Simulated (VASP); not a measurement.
Set up this calculation in VASP 6.6.1, as the native input.

- Task: single point
- Functional: PBE
- Potentials or basis: VASP PAW PBE potentials, release 64 (Na_pv, Cu, Mo_sv)
- Cutoff: 520 eV
- k mesh: 6 × 6 × 6
- Occupations: gaussian, width 0.1 eV
- Spin: no spin polarisation
- Dipole correction: no
- Further INCAR settings: ALGO = Normal; EDIFF = 1e-06; NBANDS = 23

The structure of NaCuMo lies in POSCAR:

```
NaCuMo
1.0
    4.9206261700      0.0000000000      0.0000000000
   -2.4603130900      4.2613872700      0.0000000000
    0.0000000000      0.0000000000      3.0163438400
Na Cu Mo
1 1 1
Direct
    0.0000000000      0.0000000000      0.0000000000
    0.6666666700      0.3333333300      0.5000000000
    0.3333333300      0.6666666700      0.5000000000
```

The cell was built by a generator and needn't be a form met in nature.

One way to write it, as run:

INCAR

```
PREC = Accurate
ENCUT = 520
EDIFF = 1E-6
ISMEAR = 0
SIGMA = 0.1
LREAL = False
LASPH = True
NELM = 100
ALGO = Normal
ISIF = 2
LWAVE = False
LCHARG = False
GGA = PE
NBANDS = 23
```

KPOINTS

```
Automatic mesh
0
Gamma
  6 6 6
```

Potentials or basis: VASP PAW PBE potentials, release 64 (Na_pv, Cu, Mo_sv).

Run with:

```sh
$ cat potpaw_PBE.64/Na_pv/POTCAR potpaw_PBE.64/Cu/POTCAR potpaw_PBE.64/Mo_sv/POTCAR > POTCAR
$ mpirun -np 1 vasp_std > vasp.out
```

Results of the run:

```yaml
Pressure: -12.0 GPa
Band_gap_on_the_k_mesh: none (metal or under the smearing width)
```

Wall time 29 s on 1 thread of AMD EPYC 9R45 96-Core Processor (Zen 5), on a shared host, peak memory 0.18 GiB.
